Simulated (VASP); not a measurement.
```
CELL_PARAMETERS angstrom
      4.90636     0.00000     0.00000
     -2.45318     4.24903     0.00000
      0.00000     0.00000     3.52070
ATOMIC_POSITIONS crystal
  Ca 0.00000 0.00000 0.00000
  Hg 0.66667 0.33333 0.50006
  Hg 0.33333 0.66667 0.49994
```

Method: PBEsol GGA, VASP's PBE PAW potentials (set 64) (plane waves; VASP). Settings: 400 eV cut-off, Gaussian smearing of 0.050 eV, potentials Ca_sv Hg.

Give the energies of bands 10 to 20 at the high-symmetry points, in eV from the Fermi level.

```csv
band,Γ,M,K,A,L,H
10,-7.30,-7.30,-7.34,-7.21,-7.06,-7.33
11,-7.18,-7.17,-6.99,-7.21,-6.68,-6.60
12,-7.18,-6.76,-6.99,-6.78,-6.46,-6.43
13,-7.08,-6.47,-6.42,-6.78,-6.30,-6.43
14,-6.59,-6.36,-5.93,-6.19,-6.13,-5.92
15,-6.59,-5.31,-5.12,-5.00,-4.10,-3.67
16,0.09,-5.30,-5.12,-2.91,-2.94,-3.67
17,0.09,-0.51,-2.79,2.15,-0.64,-0.49
18,0.41,0.53,2.08,2.15,-0.29,-0.22
19,1.34,2.64,2.95,2.60,0.03,-0.22
20,4.14,3.13,2.95,3.33,3.58,3.42
```

It has no gap at this level: it comes out as a metal or semimetal.

The structure comes from a computed database's CaHg2 entry (P-3m1); how it stands against other phases isn't given here. It was relaxed first, which changed the volume by -19 %. The relaxed cell has space group P6/mmm.
